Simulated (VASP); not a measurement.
All values below come from AM05 GGA, VASP's PBE PAW potentials (set 64) (plane waves; VASP 6.6.1).

VASP ran on this input.

**INCAR**
```
# general
SYSTEM =Pd
PREC   =Accurate
ENCUT  =520
LREAL  =F
LASPH  =T

# electronic loop
EDIFF  =1E-6   # SCF stop (eV)
NELM   =100   # most electronic steps
ALGO   =Normal
LMAXMIX=4

# smearing
ISMEAR =1
SIGMA  =0.1   # width (eV)

# functional
GGA    =AM   # AM05

# ions
IBRION =2   # conjugate gradients
NSW    =60
ISIF   =3
EDIFFG =-0.01

# output
LWAVE  =F
LCHARG =F
```

**POSCAR**
```
Pd
1
    0.0000000000     1.9450000000     1.9450000000
    1.9450000000     0.0000000000     1.9450000000
    1.9450000000     1.9450000000     0.0000000000
Pd
1
Direct
  0.0000000000   0.0000000000   0.0000000000
```

File KPOINTS:
```
Automatic mesh
0
Gamma
14 14 14
0 0 0
```

POTCAR, in this order: Pd (PBE.64 set). Program: vasp_std.

The run wrote:

### OSZICAR
```
       N       E                     dE             d eps       ncg     rms          rms(c)
DAV:   1     0.388953086685E+02    0.38895E+02   -0.53808E+03  1896   0.105E+03
DAV:   2    -0.565083748536E+01   -0.44546E+02   -0.43252E+02  2011   0.195E+02
DAV:   3    -0.602312340441E+01   -0.37229E+00   -0.37008E+00  2215   0.210E+01
DAV:   4    -0.602476537685E+01   -0.16420E-02   -0.16418E-02  2194   0.130E+00
DAV:   5    -0.602478441137E+01   -0.19035E-04   -0.19035E-04  2170   0.119E-01    0.829E+00
DAV:   6    -0.566460330501E+01    0.36018E+00   -0.16540E+00  1913   0.122E+01    0.379E+00
DAV:   7    -0.565221625833E+01    0.12387E-01   -0.93877E-03  2121   0.913E-01    0.204E+00
DAV:   8    -0.564754508199E+01    0.46712E-02   -0.14879E-03  2045   0.392E-01    0.853E-02
DAV:   9    -0.564753201190E+01    0.13070E-04   -0.87097E-05  2515   0.938E-02    0.241E-02
DAV:  10    -0.564753553402E+01   -0.35221E-05   -0.62793E-06  2116   0.274E-02    0.581E-03
DAV:  11    -0.564753531976E+01    0.21427E-06   -0.51290E-08  1041   0.286E-03
   1 F= -.56475353E+01 E0= -.56469091E+01  d E =-.564754E+01
       N       E                     dE             d eps       ncg     rms          rms(c)
DAV:   1    -0.587349277238E+01   -0.22596E+00   -0.43797E+00  1897   0.236E+01    0.342E+00
DAV:   2    -0.564493540311E+01    0.22856E+00   -0.10661E+00  1889   0.974E+00    0.634E-01
DAV:   3    -0.564345867140E+01    0.14767E-02   -0.82056E-03  2218   0.720E-01    0.402E-01
DAV:   4    -0.564386403296E+01   -0.40536E-03   -0.38811E-03  2117   0.658E-01    0.760E-02
DAV:   5    -0.564380347860E+01    0.60554E-04   -0.28545E-04  1963   0.170E-01    0.204E-02
DAV:   6    -0.564380891219E+01   -0.54336E-05   -0.43010E-06  2352   0.225E-02    0.774E-04
DAV:   7    -0.564380901949E+01   -0.10731E-06   -0.60925E-08  1019   0.233E-03
   2 F= -.56438090E+01 E0= -.56432039E+01  d E =0.372630E-02
       N       E                     dE             d eps       ncg     rms          rms(c)
DAV:   1    -0.573614006645E+01   -0.92331E-01   -0.16347E+00  1899   0.147E+01    0.199E+00
DAV:   2    -0.565011038509E+01    0.86030E-01   -0.43292E-01  1891   0.604E+00    0.570E-01
DAV:   3    -0.564981481711E+01    0.29557E-03   -0.15114E-03  2104   0.325E-01    0.345E-01
DAV:   4    -0.564990037229E+01   -0.85555E-04   -0.95252E-04  2113   0.280E-01    0.185E-02
DAV:   5    -0.564990918668E+01   -0.88144E-05   -0.14317E-05  2113   0.300E-02    0.973E-03
DAV:   6    -0.564990951258E+01   -0.32590E-06   -0.18235E-06  1855   0.144E-02
   3 F= -.56499095E+01 E0= -.56492940E+01  d E =-.237419E-02
```

OUTCAR:
```
------------------------ aborting loop because EDIFF is reached ----------------------------------------
  FORCE on cell =-STRESS in cart. coord.  units (eV):
  Direction    XX          YY          ZZ          XY          YZ          ZX
  --------------------------------------------------------------------------------------
  Total       -0.0011710     -0.0011710     -0.0011710     -0.0000000     -0.0000000     -0.0000000
  in kB       -0.1295824     -0.1295824     -0.1295824     -0.0000000     -0.0000000     -0.0000000
  external PRESSURE =      -0.1295824 kB  Pullay stress =       0.0000000 kB
  volume of cell :       14.48
      direct lattice vectors                 reciprocal lattice vectors
    -0.000000000  1.934487054  1.934487054    -0.258466449  0.258466449  0.258466449
     1.934487054  0.000000000  1.934487054     0.258466449 -0.258466449  0.258466449
     1.934487054  1.934487054 -0.000000000     0.258466449  0.258466449 -0.258466449
 POSITION                                       TOTAL-FORCE (eV/Angst)
 -----------------------------------------------------------------------------------
      0.00000      0.00000     -0.00000        -0.000000     -0.000000     -0.000000
 -----------------------------------------------------------------------------------
    total drift:                               -0.000000     -0.000000     -0.000000
  FREE ENERGIE OF THE ION-ELECTRON SYSTEM (eV)
  ---------------------------------------------------
  free  energy   TOTEN  =        -5.6499095126 eV

  energy  without entropy=       -5.6480628593  energy(sigma->0) =       -5.64929396

 reached required accuracy - stopping structural energy minimisation
```
(Selected blocks of OUTCAR.)

File CONTCAR:
```
Pd
   1.00000000000000
    -0.0000000000000000    1.9344870543637089    1.9344870543637089
     1.9344870543637089    0.0000000000000000    1.9344870543637089
     1.9344870543637089    1.9344870543637089   -0.0000000000000000
  Pd
     1
Direct
     0.0000000000000000    0.0000000000000000    0.0000000000000000
```

The compound is Pd in the fcc structure. This run relaxes it. Symmetry was kept, so distortions that lower it aren't found.
